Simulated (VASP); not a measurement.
Computed with PBEsol GGA, VASP's PBE PAW potentials (set 64) (plane waves; VASP 6.6.1).

The input files of a VASP run:

File POSCAR:
```
Bi
1.0
  4.0941310873  -2.2616653111  -0.0157056326
  4.0941310873   2.2616653111  -0.0157056326
  2.8590103159   0.0000000000   3.7018030782
Bi
2
Cart
  2.6141422339  -0.0000000000   0.8685335011
  8.4331302566  -0.0000000000   2.8018583119
```

### INCAR
```
ALGO=Normal
EDIFF=1E-6
EDIFFG=-0.02
ENCUT=500
GGA=PS
IBRION=2
ISIF=3
ISMEAR=1
LASPH=T
LCHARG=F
LMAXMIX=4
LREAL=F
LWAVE=F
NELM=100
NSW=40
PREC=Accurate
SIGMA=0.1
SYSTEM=Bi
```

### KPOINTS
```
Automatic mesh
0
Gamma
10 10 10
0 0 0
```

POTCAR, in this order: Bi_d (PBE.64 set). Program: vasp_std.

Question: What will the output report for the number of irreducible k-points (NKPTS), largest plane-wave count, number of space-group operations, FFT grid (NGX, NGY, NGZ)?

Answer: 
- number of irreducible k-points (NKPTS) = 116
- largest plane-wave count = 1766
- number of space-group operations = 12
- FFT grid (NGX, NGY, NGZ) = 36 × 36 × 36

The compound is Bi in the a7 structure. It was relaxed first.
